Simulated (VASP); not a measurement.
VASP ran on this input.

**INCAR**
```
ALGO=Normal
EDIFF=1E-6
EDIFFG=-0.01
ENCUT=520
GGA=PE
IBRION=2
ISIF=3
ISMEAR=1
LASPH=T
LCHARG=F
LMAXMIX=4
LREAL=F
LWAVE=F
NELM=100
NSW=60
PREC=Accurate
SIGMA=0.1
SYSTEM=NbN
```

File KPOINTS:
```
Automatic mesh
0
Gamma
13 13 13
0 0 0
```

### POSCAR
```
NbN
1
    0.0000000000     2.1950000000     2.1950000000
    2.1950000000     0.0000000000     2.1950000000
    2.1950000000     2.1950000000     0.0000000000
Nb N
1 1
Direct
  0.0000000000   0.0000000000   0.0000000000
  0.5000000000   0.5000000000   0.5000000000
```

POTCAR, in this order: Nb_sv N (PBE.64 set). Program: vasp_std.

### Question
Translate this PBE calculation to Ansatz.

### Answer
One equivalent input (not run):
Ansatz 0.2 input:
```yaml
crystal:
  lattice:
    - [0.0000000, 2.1950000, 2.1950000]
    - [2.1950000, 0.0000000, 2.1950000]
    - [2.1950000, 2.1950000, 0.0000000]
  atoms:
    - { symbol: Nb, position: [0.0000000, 0.0000000, 0.0000000] }
    - { symbol: N, position: [0.5000000, 0.5000000, 0.5000000] }
kpoints:
  mp_grid: { grid: [13, 13, 13] }
hamiltonian:
  xc: pbe
  pseudopotentials: { kind: paw }
scf:
  occupations: { method: methfessel_paxton, width: 0.1 }
  max_iter: 100
relax:
  max_steps: 60
  f_tol: 0.01
  cell: {}
output: { forces: true, stress: true, eigenvalues: true }
```
What does not carry over: each code has its own PAW files, so the cut-off isn't converted (ENCUT is set for VASP's; basis.ecutwfc is left out, and Ansatz then takes the one that its files recommend); Ansatz stops its SCF on the density residual and VASP on the energy change (EDIFF).

The compound is NbN in the rock salt structure, the cubic δ form, which competes with hexagonal ones. This run relaxes it. Symmetry was kept, so distortions that lower it aren't found.
